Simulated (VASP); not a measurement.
The input files of a VASP run:

### INCAR
```
SYSTEM = TlHg
PREC = Accurate
ENCUT = 300
EDIFF = 1E-6
NELM = 100
ALGO = Normal
LREAL = .FALSE.
LASPH = .TRUE.
ISMEAR = 0
SIGMA = 0.1
GGA = PS
LMAXMIX = 6
LWAVE = .FALSE.
LCHARG = .FALSE.
ISIF = 3
IBRION = 2
NSW = 50
EDIFFG = -0.01
```

KPOINTS:
```
Regular mesh
0
G
 7 7 7
0 0 0
```

File POSCAR:
```
TlHg
1
    3.7150000000     0.0000000000     0.0000000000
    0.0000000000     3.7150000000     0.0000000000
    0.0000000000     0.0000000000     3.7150000000
Tl Hg
1 1
Direct
  0.5000000000   0.5000000000   0.5000000000
  0.0000000000   0.0000000000   0.0000000000
```

POTCAR, in this order: Tl_d Hg (PBE.64 set). Program: vasp_std.

Q: Write an equivalent input for Quantum ESPRESSO's pw.x.

A: One equivalent input (not run):
```
&CONTROL
  calculation = 'vc-relax'
  pseudo_dir = './pseudo'
  outdir = './out'
  tprnfor = .true.
  tstress = .true.
  nstep = 50
  forc_conv_thr = 0.00039
/
&SYSTEM
  ibrav = 0
  nat = 2
  ntyp = 2
  ecutwfc = 66
  occupations = 'smearing'
  smearing = 'gaussian'
  degauss = 0.00735
  input_dft = 'pbesol'
/
&ELECTRONS
  conv_thr = 7.3e-08
  electron_maxstep = 100
/
&IONS
/
&CELL
/
ATOMIC_SPECIES
  Tl 204.380 Tl.upf
  Hg 200.592 Hg.upf
CELL_PARAMETERS angstrom
     3.7150000    0.0000000    0.0000000
     0.0000000    3.7150000    0.0000000
     0.0000000    0.0000000    3.7150000
ATOMIC_POSITIONS crystal
  Tl   0.5000000  0.5000000  0.5000000
  Hg   0.0000000  0.0000000  0.0000000
K_POINTS automatic
  7 7 7 0 0 0
```
Limits of the translation: the potentials are each code's own (VASP's PAW set, PseudoDojo norm-conserving files in pw.x), so ENCUT and ecutwfc are chosen apart and not converted; conv_thr bounds pw.x's estimated SCF error, while EDIFF bounds the energy change between steps; forc_conv_thr acts on force components and is met together with etot_conv_thr.

The structure comes from a measured TlHg entry of the Crystallography Open Database, whose conditions weren't checked. This run relaxes it. Symmetry was kept, so distortions that lower it aren't found. The run is one of a series of settings (EDIFFG = -0.01, IBRION = 2, ISIF = 3, NSW = 50 against the base run), some of them coarse on purpose.
